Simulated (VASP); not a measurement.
Data:

```
CELL_PARAMETERS angstrom
      0.00000     1.76604     1.76604
      1.76604     0.00000     1.76604
      1.76604     1.76604     0.00000
ATOMIC_POSITIONS crystal
  Cu 0.00000 0.00000 0.00000
```

Method: PBE GGA with D3 dispersion (Becke-Johnson damping), VASP's PBE PAW potentials (set 64) (plane waves; VASP). Run with 520 eV cut-off, 17×17×17 Γ-centred mesh, first-order Methfessel-Paxton smearing of 0.10 eV, potentials Cu.

Task: Estimate the energy per atom (σ→0), pressure, band gap (on the k-mesh) with the smallest direct gap where there is one.

Result: 
```yaml
band gap (on the k-mesh): none (metal, semimetal or under 0.01 eV)
energy per atom (σ→0): -416.1 kJ/mol-atom
pressure: 5.03 GPa
```

The compound is Cu in the fcc structure. This cell is one point of a volume scan, at 0.97 of the reference volume.
